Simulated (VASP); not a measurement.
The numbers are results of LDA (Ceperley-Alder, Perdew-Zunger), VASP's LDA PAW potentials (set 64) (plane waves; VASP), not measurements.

The input files of a VASP run:

**KPOINTS**
```
K-points
0
gamma
5 5 5
0 0 0
```

**INCAR**
```
SYSTEM = FeGe
PREC = Accurate; ENCUT = 500; LREAL = .FALSE.
LASPH = .TRUE.
EDIFF = 1E-6; NELM = 100; ALGO = Normal
LMAXMIX = 4
ISMEAR = 0; SIGMA = 0.05
IBRION = 2; NSW = 40; ISIF = 3
EDIFFG = -0.02
LWAVE = .FALSE.; LCHARG = .FALSE.
```

POSCAR:
```
FeGe
1.0
  4.5369806556   0.0000000000   0.0000000000
  0.0000000000   4.5369806556   0.0000000000
  0.0000000000   0.0000000000   4.5369806556
Fe Ge
4 4
Cart
  3.9247989613   2.8806720221   1.6563086335
  1.6563086335   3.9247989613   2.8806720221
  0.6121816943   0.6121816943   0.6121816943
  2.8806720221   1.6563086335   3.9247989613
  0.7324481748   1.5360421530   3.0009385026
  3.0009385026   0.7324481748   1.5360421530
  3.8045324808   3.8045324808   3.8045324808
  1.5360421530   3.0009385026   0.7324481748
```

POTCAR, in this order: Fe Ge_d (LDA.64 set). Program: vasp_std.

Output

### OUTCAR
```
 ion  position               nearest neighbor table
   1  0.865  0.635  0.365-   5 2.33   6 2.34   7 2.34   8 2.34   6 2.56   7 2.56   8 2.56   2 2.78
                             4 2.78   3 2.78   3 2.78   2 2.78   4 2.78
   2  0.365  0.865  0.635-   6 2.33   5 2.34   7 2.34   8 2.34   8 2.56   5 2.56   7 2.56   1 2.78
                             3 2.78   4 2.78   3 2.78   1 2.78   4 2.78
   3  0.135  0.135  0.135-   7 2.33   6 2.34   5 2.34   8 2.34   8 2.56   5 2.56   6 2.56   2 2.78
                             4 2.78   1 2.78   2 2.78   1 2.78   4 2.78
   4  0.635  0.365  0.865-   8 2.33   6 2.34   7 2.34   5 2.34   5 2.56   6 2.56   7 2.56   1 2.78
                             1 2.78   2 2.78   2 2.78   3 2.78   3 2.78
   5  0.161  0.339  0.661-   1 2.33   2 2.34   3 2.34   4 2.34   2 2.56   3 2.56   4 2.56   8 2.82
                             6 2.82   8 2.82   7 2.82   7 2.82   6 2.82
   6  0.661  0.161  0.339-   2 2.33   1 2.34   3 2.34   4 2.34   4 2.56   1 2.56   3 2.56   8 2.82
                             7 2.82   5 2.82   8 2.82   7 2.82   5 2.82
   7  0.839  0.839  0.839-   3 2.33   2 2.34   1 2.34   4 2.34   4 2.56   1 2.56   2 2.56   5 2.82
                             6 2.82   8 2.82   6 2.82   5 2.82   8 2.82
   8  0.339  0.661  0.161-   4 2.33   2 2.34   3 2.34   1 2.34   1 2.56   2 2.56   3 2.56   7 2.82
                             5 2.82   5 2.82   6 2.82   6 2.82   7 2.82
  LATTYP: Found a simple cubic cell.
 ALAT       =     4.5369806556
 Subroutine PRICEL returns:
 Original cell was already a primitive cell.
 Subroutine GETGRP returns: Found 12 space group operations
The static configuration has the point symmetry C_3 .
 The point group associated with its full space group is T   .
The dynamic configuration has the point symmetry C_3 .
...
```

File OSZICAR:
```
       N       E                     dE             d eps       ncg     rms          rms(c)
DAV:   1     0.993470100200E+03    0.99347E+03   -0.35622E+04  1256   0.442E+03
DAV:   2     0.159999609974E+03   -0.83347E+03   -0.81168E+03  1144   0.100E+03
DAV:   3    -0.471533218792E+02   -0.20715E+03   -0.19859E+03  1176   0.305E+02
DAV:   4    -0.650606453224E+02   -0.17907E+02   -0.17546E+02  1480   0.100E+02
DAV:   5    -0.656227824220E+02   -0.56214E+00   -0.55891E+00  1416   0.210E+01    0.264E+01
DAV:   6    -0.681499159818E+02   -0.25271E+01   -0.11117E+02  1488   0.842E+01    0.240E+01
DAV:   7    -0.600792713051E+02    0.80706E+01   -0.53843E+01  1456   0.627E+01    0.653E+00
DAV:   8    -0.599064653122E+02    0.17281E+00   -0.32726E+00  1404   0.107E+01    0.205E+00
DAV:   9    -0.598564585061E+02    0.50007E-01   -0.30741E-01  1548   0.539E+00    0.680E-01
DAV:  10    -0.598526484697E+02    0.38100E-02   -0.19821E-02  1272   0.138E+00    0.235E-01
DAV:  11    -0.598518829552E+02    0.76551E-03   -0.35670E-03  1636   0.734E-01    0.991E-02
DAV:  12    -0.598518630578E+02    0.19897E-04   -0.32654E-04  1568   0.186E-01    0.507E-02
DAV:  13    -0.598518568961E+02    0.61617E-05   -0.57071E-05  1360   0.955E-02    0.106E-02
DAV:  14    -0.598518562126E+02    0.68353E-06   -0.77413E-06  1208   0.289E-02
   1 F= -.59851856E+02 E0= -.59849825E+02  d E =-.598519E+02
       N       E                     dE             d eps       ncg     rms          rms(c)
DAV:   1    -0.598905687464E+02   -0.38712E-01   -0.74122E-01  1152   0.116E+01    0.142E+00
DAV:   2    -0.598665697666E+02    0.23999E-01   -0.15127E-01  1204   0.492E+00    0.685E-01
DAV:   3    -0.598570641489E+02    0.95056E-02   -0.43388E-02  1316   0.250E+00    0.552E-01
DAV:   4    -0.598519028756E+02    0.51613E-02   -0.19066E-02  1456   0.140E+00    0.157E-01
DAV:   5    -0.598516102086E+02    0.29267E-03   -0.15870E-03  1236   0.449E-01    0.859E-02
DAV:   6    -0.598515090005E+02    0.10121E-03   -0.29616E-04  1560   0.174E-01    0.280E-02
DAV:   7    -0.598515093360E+02   -0.33556E-06   -0.14178E-05  1424   0.462E-02    0.161E-02
DAV:   8    -0.598515084263E+02    0.90973E-06   -0.20098E-05  1156   0.416E-02    0.590E-03
DAV:   9    -0.598515078941E+02    0.53219E-06   -0.21778E-06   788   0.155E-02
   2 F= -.59851508E+02 E0= -.59849410E+02  d E =0.348318E-03
       N       E                     dE             d eps       ncg     rms          rms(c)
DAV:   1    -0.598641207847E+02   -0.12612E-01   -0.21860E-01  1152   0.624E+00    0.776E-01
DAV:   2    -0.598568361090E+02    0.72847E-02   -0.43978E-02  1204   0.268E+00    0.366E-01
DAV:   3    -0.598541370569E+02    0.26991E-02   -0.12378E-02  1320   0.134E+00    0.300E-01
DAV:   4    -0.598526260041E+02    0.15111E-02   -0.56665E-03  1448   0.758E-01    0.875E-02
DAV:   5    -0.598525424357E+02    0.83568E-04   -0.43982E-04  1232   0.232E-01    0.507E-02
DAV:   6    -0.598525065736E+02    0.35862E-04   -0.88449E-05  1560   0.953E-02    0.178E-02
DAV:   7    -0.598525058706E+02    0.70296E-06   -0.39548E-06   936   0.257E-02
   3 F= -.59852506E+02 E0= -.59850443E+02  d E =-.649658E-03
```

**OUTCAR**
```
------------------------ aborting loop because EDIFF is reached ----------------------------------------
  FORCE on cell =-STRESS in cart. coord.  units (eV):
  Direction    XX          YY          ZZ          XY          YZ          ZX
  --------------------------------------------------------------------------------------
  Total        0.0687535      0.0687535      0.0687535      0.0000000     -0.0000000      0.0000000
  in kB        1.1757434      1.1757434      1.1757434      0.0000000     -0.0000000      0.0000000
  external PRESSURE =       1.1757434 kB  Pullay stress =       0.0000000 kB
  volume of cell :       93.69
      direct lattice vectors                 reciprocal lattice vectors
     4.541830663  0.000000000  0.000000000     0.220175536 -0.000000000  0.000000000
     0.000000000  4.541830663  0.000000000     0.000000000  0.220175536 -0.000000000
     0.000000000  0.000000000  4.541830663    -0.000000000  0.000000000  0.220175536
 POSITION                                       TOTAL-FORCE (eV/Angst)
 -----------------------------------------------------------------------------------
      3.92909      2.88366      1.65817         0.011428     -0.011428      0.011428
      1.65817      3.92909      2.88366         0.011428      0.011428     -0.011428
      0.61275      0.61275      0.61275        -0.011428     -0.011428     -0.011428
      2.88366      1.65817      3.92909        -0.011428      0.011428      0.011428
      0.73319      1.53772      3.00411         0.002153     -0.002153      0.002153
      3.00411      0.73319      1.53772         0.002153      0.002153     -0.002153
      3.80864      3.80864      3.80864        -0.002153     -0.002153     -0.002153
      1.53772      3.00411      0.73319        -0.002153      0.002153      0.002153
 -----------------------------------------------------------------------------------
    total drift:                               -0.000000      0.000000      0.000000
  FREE ENERGIE OF THE ION-ELECTRON SYSTEM (eV)
  ---------------------------------------------------
  free  energy   TOTEN  =       -59.8525058706 eV

  energy  without entropy=      -59.8483801119  energy(sigma->0) =      -59.85044299

 reached required accuracy - stopping structural energy minimisation
```
(Selected blocks of OUTCAR.)

File CONTCAR:
```
FeGe
   1.00000000000000
     4.5418306625669604    0.0000000000000000    0.0000000000000000
     0.0000000000000000    4.5418306625669604    0.0000000000000000
     0.0000000000000000    0.0000000000000000    4.5418306625669604
  Fe              Ge
     4     4
Direct
     0.8650884730174394    0.6349115269825606    0.3650884730174394
     0.3650884730174394    0.8650884730174394    0.6349115269825606
     0.1349115269825605    0.1349115269825605    0.1349115269825605
     0.6349115269825606    0.3650884730174394    0.8650884730174394
     0.1614312934317517    0.3385687065682483    0.6614312934317517
     0.6614312934317517    0.1614312934317517    0.3385687065682483
     0.8385687065682483    0.8385687065682483    0.8385687065682483
     0.3385687065682483    0.6614312934317517    0.1614312934317517
```

The compound is FeGe in the B20 structure. This run relaxes it. Symmetry was kept, so distortions that lower it aren't found. The run is not spin-polarised, so no magnetic state was tried.
